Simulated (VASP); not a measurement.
# Band edges against the vacuum: GaP(110)

Aim: ionisation energy and electron affinity of GaP(110), from a slab and a bulk run lined up through core potentials.

Program: VASP 6.6.1. Level of theory: r2SCAN; plane waves and PAW (Ga, P). Results are calculated unless marked as measured.

Report form: the programs' logs are mostly left out.

### Step 1. Starting point

The structure is cubic, space group F-43m (No. 216). Conventional cell: a = 5.450 Å, b = 5.450 Å, c = 5.450 Å, α = 90.00°, β = 90.00°, γ = 90.00°. Ga has 4 P at 2.36 Å nearest. P has 4 Ga at 2.36 Å nearest. Farther neighbours are not listed.

### Step 2. Relaxing the bulk crystal

First cell and atoms are relaxed at a raised cutoff, so that later runs start from this functional's own cell.

INCAR reads:

```
SYSTEM = GaP
PREC = Accurate
ENCUT = 350
EDIFF = 1E-06
NELM = 120
ISMEAR = 0
SIGMA = 0.03
LREAL = .FALSE.
ALGO = Normal
METAGGA = R2SCAN
LASPH = .TRUE.
NBANDS = 10
LORBIT = 11
LWAVE = .FALSE.
LCHARG = .FALSE.
KPAR = 4
IBRION = 2
NSW = 40
ISIF = 3
EDIFFG = -0.02
POTIM = 0.4
```

POSCAR reads:

```
GaP
1.0
    0.0000000000      2.7250000000      2.7250000000
    2.7250000000      0.0000000000      2.7250000000
    2.7250000000      2.7250000000      0.0000000000
Ga P
1 1
Direct
    0.0000000000      0.0000000000      0.0000000000
    0.2500000000      0.2500000000      0.2500000000
```

KPOINTS reads:

```
Automatic mesh
0
Gamma
6 6 6
0 0 0
```

The projector-augmented-wave data sets are Ga and P (PBE family, release 64).

The run is started by

```
$ mpirun -np 4 vasp_std
```

The job ended after 15 s (4 MPI ranks of AMD EPYC 9R45, shared host; peak memory 0.45 GiB).

The PAW data sets were made with PBE, which is usual practice but a small mismatch for other functionals. The data set Ga keeps the semicore shell frozen, which is cheaper and a little less accurate. The run keeps the 24 symmetry operations of its start, so it cannot find a distortion of lower symmetry.

Relaxation path:

| step | energy less that of the first step (eV) | largest force (eV/Å) | pressure (GPa) | volume (Å³) |
| --- | --- | --- | --- | --- |
| 1 | 0.0000 | 0.0000 | 0.87 | 40.47 |
| 2 | -0.0009 | 0.0000 | -0.31 | 40.99 |
| 3 | -0.0010 | 0.0000 | 0.00 | 40.85 |

| conventional cell, symmetrised | before | after | change |
| --- | --- | --- | --- |
| a (Å) | 5.450 | 5.467 | +0.3 % |
| b (Å) | 5.450 | 5.467 | +0.3 % |
| c (Å) | 5.450 | 5.467 | +0.3 % |
| volume (Å³/atom) | 20.23 | 20.42 | +0.9 % |

The relaxed structure:

```cif
data_structure
_symmetry_space_group_name_H-M 'P 1'
_symmetry_Int_Tables_number 1
_cell_length_a 3.8657
_cell_length_b 3.8657
_cell_length_c 3.8657
_cell_angle_alpha 60.000
_cell_angle_beta 60.000
_cell_angle_gamma 60.000
_cell_volume 40.85
loop_
_atom_site_label
_atom_site_type_symbol
_atom_site_fract_x
_atom_site_fract_y
_atom_site_fract_z
_atom_site_occupancy
Ga1 Ga 0.00000 0.00000 0.00000 1
P2 P 0.25000 0.25000 0.25000 1
```

Numbers from this step:

| Item | Value |
| --- | --- |
| electronic cycles | 22 |
| electrons | 8 |
| free energy (TOTEN) | -21.43 eV |
| Fermi energy | 3.180 eV |

The run ended after 3 ionic steps, 0.001 eV below its first step, once forces and stress met EDIFFG = -0.02.

### Step 3. Band edges of the bulk

A static bulk run at the slab's cutoff gives the band edges and the core potentials that tie them to the slab.

INCAR reads:

```
SYSTEM = GaP
PREC = Normal
ENCUT = 320
EDIFF = 1E-06
NELM = 120
ISMEAR = 0
SIGMA = 0.03
LREAL = .FALSE.
ALGO = Normal
METAGGA = R2SCAN
LASPH = .TRUE.
NBANDS = 10
LORBIT = 11
LWAVE = .FALSE.
LCHARG = .FALSE.
KPAR = 4
```

POSCAR reads:

```
GaP
1.0
    0.0000000000      2.7334640173      2.7334640173
    2.7334640173      0.0000000000      2.7334640173
    2.7334640173      2.7334640173      0.0000000000
Ga P
1 1
Direct
    0.0000000000      0.0000000000      0.0000000000
    0.2500000000      0.2500000000      0.2500000000
```

KPOINTS reads:

```
Automatic mesh
0
Gamma
14 14 14
0 0 0
```

The run is started by

```
$ mpirun -np 4 vasp_std
```

Elapsed: 12 s, on 4 MPI ranks; peak memory 0.43 GiB.

The gap is read on the k-mesh alone, so it is an upper bound where the band edges lie off the mesh.

This step gave:

```
electronic cycles              : 12
free energy (TOTEN)            : -21.44 eV
Fermi energy                   : 3.220 eV
metallic                       : no
gap on the k-mesh              : 1.903 eV
least direct gap on the k-mesh : 2.348 eV
```

### Step 4. Relaxing the slab

System of this step: GaP(110). The cell holds 18 atoms: 9 Ga and 9 P. Its edges and angles: a = 3.866 Å, b = 5.467 Å, c = 31.463 Å, α = 90.0°, β = 90.0°, γ = 90.0°. It derives from GaP. 9 layers, cut at this functional's lattice. Vacuum lies along c.

All atoms relax at the fixed cell.

INCAR reads:

```
SYSTEM = GaP
PREC = Normal
ENCUT = 320
EDIFF = 1E-05
NELM = 120
ISMEAR = 0
SIGMA = 0.03
LREAL = Auto
ALGO = Normal
METAGGA = R2SCAN
LASPH = .TRUE.
NBANDS = 54
LORBIT = 11
LWAVE = .FALSE.
LCHARG = .FALSE.
KPAR = 2
NCORE = 2
IBRION = 2
NSW = 60
ISIF = 2
EDIFFG = -0.03
POTIM = 0.4
MAXMIX = 40
IDIPOL = 3
LDIPOL = .TRUE.
DIPOL = 0.5 0.5 0.5
```

POSCAR reads:

```
GaP
1.0
    3.8657018855      0.0000000000      0.0000000000
    0.0000000000      5.4669280346      0.0000000000
    0.0000000000      0.0000000000     31.4628075421
Ga P
9 9
Direct
    0.0000000000      0.0000000000      0.2542684700
    0.5000000000      0.5000000000      0.3157013500
    0.0000000000      0.0000000000      0.3771342400
    0.5000000000      0.5000000000      0.4385671200
    0.0000000000      0.0000000000      0.5000000000
    0.5000000000      0.5000000000      0.5614328800
    0.0000000000      0.0000000000      0.6228657600
    0.5000000000      0.5000000000      0.6842986500
    0.0000000000      0.0000000000      0.7457315300
    0.0000000000      0.7500000000      0.3157013500
    0.5000000000      0.2500000000      0.2542684700
    0.0000000000      0.7500000000      0.4385671200
    0.5000000000      0.2500000000      0.3771342400
    0.0000000000      0.7500000000      0.5614328800
    0.5000000000      0.2500000000      0.5000000000
    0.0000000000      0.7500000000      0.6842986500
    0.5000000000      0.2500000000      0.6228657600
    0.5000000000      0.2500000000      0.7457315300
```

KPOINTS reads:

```
Automatic mesh
0
Gamma
6 5 1
0 0 0
```

The run is started by

```
$ mpirun -np 4 vasp_std
```

Elapsed: 12 min, on 4 MPI ranks; peak memory 0.86 GiB.

The run keeps the 4 symmetry operations of its start, so it cannot find a distortion of lower symmetry.

Step by step:

| step | energy less that of the first step (eV) | largest force (eV/Å) |
| --- | --- | --- |
| 1 | 0.0000 | 2.1909 |
| 2 | -0.5323 | 1.6327 |
| 3 | -0.9236 | 0.9776 |
| 4 | -1.2272 | 0.6837 |
| 5 | -1.3948 | 0.4766 |
| 6 | -1.3964 | 0.5354 |
| 7 | -1.4451 | 0.2289 |
| 8 | -1.4462 | 0.2049 |
| 9 | -1.4631 | 0.1743 |
| 10 | -1.4695 | 0.1400 |
| 11 | -1.4796 | 0.0932 |
| 12 | -1.4803 | 0.1140 |
| 13 | -1.4843 | 0.0913 |
| 14 | -1.4844 | 0.0989 |
| 15 | -1.4877 | 0.0820 |
| 16 | -1.4883 | 0.1182 |
| 17 | -1.4905 | 0.0625 |
| 18 | -1.4909 | 0.0493 |
| 19 | -1.4910 | 0.0561 |
| 20 | -1.4917 | 0.0332 |
| 21 | -1.4917 | 0.0279 |

The atoms that moved most (Å):

| atom | dx | dy | dz | length |
| --- | --- | --- | --- | --- |
| Ga9 | 0.000 | 0.320 | -0.411 | 0.521 |
| Ga1 | 0.000 | 0.320 | 0.411 | 0.521 |
| P11 | 0.000 | 0.083 | -0.210 | 0.226 |
| P18 | 0.000 | 0.083 | 0.210 | 0.226 |
| Ga8 | 0.000 | -0.076 | 0.093 | 0.120 |
| Ga2 | 0.000 | -0.076 | -0.093 | 0.120 |
| P10 | 0.000 | -0.071 | 0.006 | 0.071 |
| P16 | 0.000 | -0.071 | -0.006 | 0.071 |

The relaxed structure:

```
Ga P
1.0
     3.86570    0.00000    0.00000
     0.00000    5.46693    0.00000
     0.00000    0.00000   31.46281
Ga P
9 9
Direct
  0.00000 0.05856 0.26734
  0.50000 0.48612 0.31273
  0.00000 0.99033 0.37769
  0.50000 0.48944 0.43805
  0.00000 0.99131 0.50000
  0.50000 0.48944 0.56195
  0.00000 0.99033 0.62231
  0.50000 0.48612 0.68727
  0.00000 0.05856 0.73266
  0.00000 0.73705 0.31589
  0.50000 0.26525 0.24760
  0.00000 0.73956 0.43875
  0.50000 0.24244 0.37623
  0.00000 0.73956 0.56125
  0.50000 0.24116 0.50000
  0.00000 0.73705 0.68411
  0.50000 0.24244 0.62377
  0.50000 0.26525 0.75240
```

Numbers from this step:

```yaml
electronic_cycles: 147
electrons: 72
free_energy_toten: -190.5689 eV
fermi_energy: -0.6642 eV
dipole_moment: 0, 0, 0 e·Å
gap_on_the_k_mesh: 1.379 eV
least_direct_gap_on_the_k_mesh: 2.054 eV
```

The run ended after 21 ionic steps, 1.492 eV below its first step, once the forces on the free atoms met EDIFFG = -0.03.

### Step 5. Potential and states of the slab

A static run writes the electrostatic potential without exchange and correlation (LVHAR), which is flat in the vacuum and gives the level to count from. The dipole correction cancels the field that unlike faces would set up across the vacuum.

INCAR reads:

```
SYSTEM = GaP
PREC = Normal
ENCUT = 320
EDIFF = 1E-06
NELM = 120
ISMEAR = 0
SIGMA = 0.03
LREAL = Auto
ALGO = Normal
METAGGA = R2SCAN
LASPH = .TRUE.
NBANDS = 54
LORBIT = 11
LWAVE = .FALSE.
LCHARG = .TRUE.
KPAR = 2
IDIPOL = 3
LDIPOL = .TRUE.
DIPOL = 0.5 0.5 0.5
LVHAR = .TRUE.
LVACPOTAV = .TRUE.
NEDOS = 1500
```

POSCAR reads:

```
GaP
1.0
    3.8657018855      0.0000000000      0.0000000000
    0.0000000000      5.4669280346      0.0000000000
    0.0000000000      0.0000000000     31.4628075421
Ga P
9 9
Direct
    0.0000000000      0.0585628797      0.2673370222
    0.5000000000      0.4861181242      0.3127330715
    0.0000000000      0.9903348066      0.3776898177
    0.5000000000      0.4894369657      0.4380483192
    0.0000000000      0.9913144723      0.5000000000
    0.5000000000      0.4894369657      0.5619516808
    0.0000000000      0.9903348066      0.6223101823
    0.5000000000      0.4861181242      0.6872669285
    0.0000000000      0.0585628797      0.7326629778
    0.0000000000      0.7370527021      0.3158893279
    0.5000000000      0.2652499989      0.2475962845
    0.0000000000      0.7395639189      0.4387456294
    0.5000000000      0.2424421664      0.3762339281
    0.0000000000      0.7395639189      0.5612543706
    0.5000000000      0.2411624028      0.5000000000
    0.0000000000      0.7370527021      0.6841106721
    0.5000000000      0.2424421664      0.6237660719
    0.5000000000      0.2652499989      0.7524037155
```

KPOINTS is that of step 4.

KPOINTS_OPT reads:

```
Line mode
14
Line-mode
Reciprocal
  0.00000000   0.00000000   0.00000000 GAMMA
  0.50000000   0.00000000   0.00000000 X

  0.50000000   0.00000000   0.00000000 X
  0.50000000   0.50000000   0.00000000 S

  0.50000000   0.50000000   0.00000000 S
  0.00000000   0.50000000   0.00000000 Y

  0.00000000   0.50000000   0.00000000 Y
  0.00000000   0.00000000   0.00000000 GAMMA

  0.00000000   0.00000000   0.00000000 GAMMA
  0.50000000   0.50000000   0.00000000 S
```

The run is started by

```
$ mpirun -np 4 vasp_std
```

Run time: 5 min. Hardware: 4 MPI ranks; peak memory 1.1 GiB; 20 min of CPU time.

Numbers from this step:

* electronic cycles: 36
* Fermi energy: -0.6902 eV
* least gap on mesh and path: 1.379 eV
* least direct gap on mesh and path: 2.054 eV
* vacuum levels: 4.743, 4.743 eV
* ionisation potentials of the upper and lower face: 5.568, 5.568 eV
* electron affinities of the upper and lower face: 4.189, 4.189 eV

Electronic bands along the path, in eV, zero at the valence-band top; v1 is the highest filled band, c1 the lowest empty one:

| point | v4 | v3 | v2 | v1 | c1 | c2 | c3 | c4 |
| --- | --- | --- | --- | --- | --- | --- | --- | --- |
| Γ | -0.23 | -0.15 | -0.10 | 0.00 | 2.05 | 2.21 | 2.22 | 2.53 |
| 0.46 of the way | -1.24 | -1.05 | -0.76 | -0.43 | 2.27 | 2.45 | 2.81 | 2.89 |
| X | -1.70 | -1.47 | -0.94 | -0.80 | 1.38 | 1.44 | 2.21 | 2.35 |
| 0.54 of the way | -1.48 | -1.40 | -0.83 | -0.72 | 1.86 | 1.97 | 2.84 | 2.87 |
| S | -1.27 | -1.21 | -0.78 | -0.64 | 1.80 | 2.20 | 2.54 | 3.31 |
| 0.46 of the way | -1.12 | -1.10 | -0.68 | -0.65 | 2.52 | 2.63 | 3.24 | 3.50 |
| Y | -1.09 | -1.05 | -0.73 | -0.73 | 1.96 | 2.02 | 2.26 | 2.66 |
| 0.46 of the way | -0.67 | -0.66 | -0.45 | -0.44 | 2.04 | 2.25 | 2.50 | 2.63 |
| Γ | -0.23 | -0.15 | -0.10 | 0.00 | 2.05 | 2.21 | 2.22 | 2.53 |
| 0.54 of the way | -1.13 | -0.95 | -0.66 | -0.54 | 2.20 | 2.34 | 2.90 | 3.03 |
| S | -1.27 | -1.21 | -0.78 | -0.64 | 1.80 | 2.20 | 2.54 | 3.31 |

Of the projections kept (Ga, P), the largest for each band there; the rest of the weight can lie on other orbitals:

| point | v4 | v3 | v2 | v1 | c1 | c2 | c3 | c4 |
| --- | --- | --- | --- | --- | --- | --- | --- | --- |
| Γ | P 0.69 | P 0.65 | P 0.63 | P 0.65 | Ga 0.77 | Ga 0.73 | Ga 0.59 | Ga 0.63 |
| X | P 0.54 | P 0.53 | P 0.67 | P 0.66 | Ga 0.86 | Ga 0.88 | Ga 0.76 | Ga 0.77 |
| S | P 0.57 | P 0.55 | P 0.65 | P 0.68 | Ga 0.78 | Ga 0.77 | Ga 0.61 | Ga 0.69 |
| Y | P 0.53 | P 0.54 | P 0.63 | P 0.63 | Ga 0.78 | Ga 0.84 | Ga 0.65 | Ga 0.61 |
| Γ | P 0.69 | P 0.65 | P 0.63 | P 0.65 | Ga 0.77 | Ga 0.73 | Ga 0.59 | Ga 0.63 |
| S | P 0.57 | P 0.55 | P 0.65 | P 0.68 | Ga 0.78 | Ga 0.77 | Ga 0.61 | Ga 0.69 |

The planar average of the electrostatic potential oscillates, so the rows of the table below give means over windows of 1.91 Å about each position, cut where the curve ends. Its maxima inside the range that stand out by 2 % of the span (Å: eV): 8.7: -0.318, 10.9: 0.356, 12.8: -0.0376, 14.7: 0.0529, 16.7: 0.0529, 18.7: -0.0376, 20.6: 0.356, 22.8: -0.318. Its minima: 7.9: -5.78, 10.0: -6.10, 11.8: -5.73, 13.8: -5.77, 15.7: -5.74, 17.6: -5.77, 19.7: -5.73, 21.5: -6.10, 23.6: -5.78.

Zero at the Fermi level. Table of planar average of the electrostatic potential by height; means over each step:

height (Å), planar average of the electrostatic potential (eV) and a bar from the least value:
```
     0.95       5.43 ##############################
     2.86       5.43 ##############################
     4.77       5.42 ##############################
     6.68       2.92 ######################
     8.59      -2.89 ##
    10.50      -3.21 #
    12.41      -3.08 ##
    14.32      -3.14 ##
    16.23      -3.13 ##
    18.14      -3.13 ##
    20.05      -3.05 ##
    21.96      -3.62 
    23.87      -1.30 ########
    25.78       5.27 #############################
    27.69       5.43 ##############################
    29.60       5.43 ##############################
```

Density of states in the PAW spheres, an atom over height of the layer and energy from the Fermi level.

Values in states/eV, 22 rows by 14 columns, each cell a mean:
```
0.00 0.00 0.00 0.00 0.00 0.00 0.00 0.00 0.00 0.00 0.00 0.00 0.00 0.00
0.00 0.00 0.00 0.01 0.01 0.01 0.01 0.01 0.01 0.01 0.01 0.00 0.00 0.00
0.14 0.10 0.08 0.15 0.15 0.08 0.10 0.10 0.10 0.11 0.15 0.08 0.10 0.14
0.74 0.37 0.18 0.30 0.25 0.13 0.18 0.15 0.18 0.19 0.30 0.18 0.37 0.74
0.50 0.28 0.22 0.29 0.34 0.24 0.26 0.30 0.26 0.29 0.29 0.22 0.28 0.50
0.50 0.30 0.38 0.36 0.34 0.41 0.42 0.39 0.42 0.38 0.36 0.38 0.30 0.50
0.53 0.37 0.55 0.40 0.46 0.41 0.42 0.45 0.42 0.44 0.40 0.55 0.37 0.53
0.33 0.38 0.44 0.43 0.47 0.44 0.49 0.52 0.49 0.45 0.43 0.44 0.38 0.33
0.25 0.29 0.40 0.35 0.46 0.45 0.40 0.35 0.40 0.45 0.35 0.40 0.29 0.25
0.18 0.26 0.31 0.33 0.31 0.38 0.33 0.33 0.33 0.34 0.33 0.31 0.26 0.18
0.16 0.27 0.29 0.32 0.27 0.34 0.34 0.35 0.34 0.31 0.32 0.29 0.27 0.16
0.12 0.21 0.24 0.23 0.23 0.24 0.29 0.30 0.29 0.24 0.23 0.24 0.21 0.12
0.09 0.16 0.13 0.10 0.09 0.10 0.08 0.07 0.08 0.10 0.10 0.13 0.16 0.09
0.08 0.18 0.10 0.09 0.07 0.10 0.10 0.11 0.10 0.08 0.09 0.10 0.18 0.08
0.10 0.20 0.15 0.11 0.08 0.10 0.09 0.11 0.09 0.09 0.11 0.15 0.20 0.10
0.09 0.24 0.15 0.10 0.09 0.18 0.12 0.11 0.12 0.13 0.10 0.15 0.24 0.09
0.15 0.41 0.39 0.20 0.16 0.33 0.18 0.14 0.18 0.25 0.20 0.39 0.41 0.15
0.16 0.52 0.58 0.24 0.21 0.51 0.31 0.31 0.31 0.36 0.24 0.58 0.52 0.16
0.12 0.33 0.60 0.21 0.27 0.76 0.66 0.67 0.66 0.51 0.21 0.60 0.33 0.12
0.01 0.05 0.03 0.02 0.02 0.09 0.04 0.05 0.04 0.06 0.02 0.03 0.05 0.01
0.00 0.00 0.00 0.00 0.00 0.00 0.00 0.00 0.00 0.00 0.00 0.00 0.00 0.00
0.00 0.00 0.00 0.00 0.00 0.00 0.00 0.00 0.00 0.00 0.00 0.00 0.00 0.00
```
Columns: height of the layer (Å) from 7.8 to 23.7 (not evenly spaced); rows upwards: energy from the Fermi level (eV) from -7.9 to 0.5.

Electrostatic potential energy in the cb plane at fractional x = 0.000, with atoms of Ga and P within 0.2 Å of it. With pseudopotentials it is smooth inside the atoms' cores, unlike the true potential.

Ten even steps from '0' (-45 eV) to '9' (5 eV), each cell a mean:
```
99999999999999999999865666888866997688888689
99999999999999999999987677645776666775367666
99999999999999999999999886100477667740005876
99999999999999999999999985000178988720004898
99999999999999999999999985000279999830005899
99999999999999999999999997423689999873247999
99999999999999999999999999878899999988889999
99999999999999999999999999999999999999999999
99999999999999999999999999999999999999999999
99999999999999999999999999999999999999999999
99999999999999999999998889999999999999999999
99999999999999999999986667899999889999999988
99999999999999999999866866899987667899999866
99999999999999999999759996799976776789998668
99999999999999999999759986799867997689998689
```
Columns run along c (16.0 Å, from fractional 0.00 to 0.51 of the cell; values clipped at the 3rd and 97th percentile), rows up along b (5.5 Å). Atoms in or near the plane, at fractional coordinates: Ga at (0.27, 0.06), Ga at (0.38, 0.99), Ga at (0.50, 0.99), P at (0.32, 0.74), P at (0.44, 0.74).

Valence density in the cb plane at fractional x = 0.000, with atoms of Ga and P within 0.2 Å of it. It is the smooth field of the valence electrons, not physical close to the nuclei.

Ten even steps from '0' (-0.20 e/Å³) to '9' (0.76 e/Å³), each cell a mean:
```
22222222222222222222233346655554223555555532
22222222222222222222223467998865435688887643
22222222222222222222223458968975445798699654
22222222222222222222222358704974334695069643
22222222222222222222222347735853223576477432
22222222222222222222222235788643222468875322
22222222222222222222222223565432222345654222
22222222222222222222222222333322222233332222
22222222222222222222222222222222222222222222
22222222222222222222222222222222222222222222
22222222222222222222233332222222222222222222
22222222222222222222334433222223333222222233
22222222222222222222344333322233443322222334
22222222222222222222343123332334334332223343
22222222222222222222333234433343223433334431
```
Columns run along c (16.0 Å, from fractional 0.00 to 0.51 of the cell), rows up along b (5.5 Å). Atoms in or near the plane, at fractional coordinates: Ga at (0.27, 0.06), Ga at (0.38, 0.99), Ga at (0.50, 0.99), P at (0.32, 0.74), P at (0.44, 0.74).

The map of layer states is cut here 0.5 eV above the Fermi level, so it leaves out the states above that.

The vacuum level lies 5.57 eV above the highest filled level at the upper face; both faces agree, as the slab has next to no dipole.

The program found no field-free point at its default tolerance, but its printed level agrees with the flat part of the planar average.

### Step 6. Lining up bulk and slab

This step: band edges against the vacuum, r2SCAN; plane waves and PAW (VASP 6.6.1).

This step runs nothing: it gathers the runs above.

This step gave:

- ionisation energy: 5.555 eV
- offset spread: 0.01750 eV
- bulk gap: 1.903 eV
- slab gap: 1.379 eV
- electron affinity: 3.652 eV
- buckling: 0.6211 Å
- tilt: 28.80 degree
- surface energy, relaxed: 0.9172 J/m²

The averaged core potentials of the four middle atoms lie -3.850 eV from those of the bulk run. The bulk valence top (3.038 eV), moved by that offset, is taken from the upper vacuum level (4.743 eV).

### Step 7. Results

* ionisation energy: 5.56 eV
* electron affinity: 3.65 eV
* buckling: 0.621 Å
* surface energy, relaxed: 0.917 J/m²

The bulk valence-band top lies 5.56 eV below the vacuum of GaP(110), and the conduction-band bottom 3.65 eV. The top layer buckles by 0.62 Å, a tilt of 29°, with P outermost, as the anion takes the dangling-bond electrons and the cation flattens towards sp². The surface costs 0.92 J/m². The slab's least gap is 1.38 eV, against 1.90 eV in the bulk. Confinement widens it, surface states can narrow it, and the two gaps need not lie at the same wave vector; the faces' own affinities count to the slab's lowest empty state. The offsets of the four middle atoms spread by 0.02 eV; a shift common to all four would not show in it. The bulk edges are read on a mesh, so a band minimum between its points makes the gap too large and the affinity too small. One thickness was run. Semilocal band edges put the valence top too high and the gap too small. Spin-orbit coupling, left out here, would raise the valence top further.

[Lines on the potential files, build, host, timing and source positions are cut from VASP's logs without a mark.]

[Logs are printed without paths, hosts, clocks, repeated set-up lines and the standing remarks that a program may print on its own settings, such as how far it seeks lower states.]

[Hosts, paths, dates, database ids (printed as entryN), source tags and the programs' standing remarks are cut or masked in the printed files.]

[Runs that stopped without an error message from VASP are left out.]
